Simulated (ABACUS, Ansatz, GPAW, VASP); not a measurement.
## MnHg: 4 runs at one level of theory

```
Hg Mn
1.0
     3.28800    0.00000    0.00000
     0.00000    3.28800    0.00000
     0.00000    0.00000    3.31300
Hg Mn
1 1
Direct
  0.00000 0.00000 0.00000
  0.50000 0.50000 0.50000
```

Alike in all runs: task single point; functional PBE; k mesh 8 × 8 × 8; occupations fermi-dirac, width 0.05 eV; collinear spin, ferromagnetic start; no spin-orbit coupling. Pressure is positive in compression and, in plane waves, holds the error of the finite cutoff, which Ansatz's Pulay term estimates and takes out.

```
                                  program and potentials  plane-wave cutoff (eV)                                                                        notes  band gap (eV)  pressure (GPa)  net moment per atom (μB)
                                      Ansatz, Ansatz PAW                     420  17.5 valence electrons an atom on average; Pulay term of +0.07 GPa included         no gap            2.01                      1.94
              GPAW, GPAW PAW data sets (gpaw-data 1.2.1)                     600                                    16.5 valence electrons an atom on average         no gap            2.19                      1.92
                   VASP, PBE PAW files Hg, Mn_pv, 520 eV                     520                                    12.5 valence electrons an atom on average         no gap            2.49                      1.94
ABACUS, PseudoDojo NC SR 0.4.1 PBE standard, plane waves                    1320                                    17.5 valence electrons an atom on average         no gap            2.53                      1.96
```

None finds a gap. The pressure spans 2.01 (Ansatz, Ansatz PAW) to 2.53 GPa (ABACUS, PseudoDojo NC SR 0.4.1 PBE standard, plane waves). The net moment per atom spans 1.92 (GPAW, GPAW PAW data sets (gpaw-data 1.2.1)) to 1.96 μB (ABACUS, PseudoDojo NC SR 0.4.1 PBE standard, plane waves). The state is the one that the start led to, which needn't be the lowest.

The functional is the same throughout but for its coding, so the spread measures potentials, basis and numerics; runs on potential files found faulty are left out.
